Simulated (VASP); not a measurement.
Given:

```
Mo
1.0
   -1.54919     1.54919     1.54919
    1.54919    -1.54919     1.54919
    1.54919     1.54919    -1.54919
Mo
1
Direct
  0.00000   0.00000   0.00000
```

Level of theory: LDA (Ceperley-Alder, Perdew-Zunger), VASP's LDA PAW potentials (set 64) (plane waves; VASP). Run with 500 eV cut-off, 16×16×16 Γ-centred mesh, first-order Methfessel-Paxton smearing of 0.10 eV, potentials Mo_sv.

The ions, cell shape and volume at an external pressure of 10.0 GPa are relaxed. Which structure does the run end with?

```
Mo
1.0
   -1.54115     1.54115     1.54115
    1.54115    -1.54115     1.54115
    1.54115     1.54115    -1.54115
Mo
1
Direct
  0.00000   0.00000   0.00000
```
Space group Im-3m (229), at a tolerance of 0.03 Å.

How do energy and volume change from the first to the last step?

The energy (σ→0) changes by +10.7 meV/atom and the volume by -1.5 %, in 3 ionic steps.

```tsv
step	E(σ→0) (eV)	max force (eV/Å)	pressure (GPa)	volume (Å³)
1	-12.1323	0.000	4.89	14.87
2	-12.0289	0.000	29.70	13.87
3	-12.1216	0.000	9.89	14.64
```

The compound is Mo in the bcc structure. This run relaxes it under an external pressure of 10 GPa. Symmetry was kept, so distortions that lower it aren't found.
